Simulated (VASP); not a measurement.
```yaml
crystal:
  lattice:
    - [0.00000, 2.52450, 2.52450]
    - [2.52450, 0.00000, 2.52450]
    - [2.52450, 2.52450, 0.00000]
  atoms:
    - { symbol: Pb, position: [0.00000, 0.00000, 0.00000] }
```
Cell charge +0.02.

Computed with PBE GGA, VASP's PBE PAW potentials (set 64) (plane waves; VASP 6.6.1). Settings: NELECT = 13.98, 400 eV cut-off, 11×11×11 Γ-centred mesh, Gaussian smearing of 0.050 eV, potentials Pb_d.

The cell is charged, with a uniform compensating background. Unless said otherwise, spin-orbit coupling is left out, though it shifts the bands of the heavy elements here.

Task: Estimate the energy per atom (σ→0), pressure, band gap (on the k-mesh) with the smallest direct gap where there is one.

Result: 
The band gap (on the k-mesh) comes out as none (metal, semimetal or under 0.01 eV) and the energy per atom (σ→0) comes out as -3697 meV/atom. The pressure comes out as -1.63 GPa.

Total energies compare only between runs with the same potentials, cut-off and functional.

The compound is Pb in the fcc structure. The cell was not relaxed at this level. The run is one of a series of settings (ISMEAR = 0, NELECT = 13.98, SIGMA = 0.05 against the base run), some of them coarse on purpose.
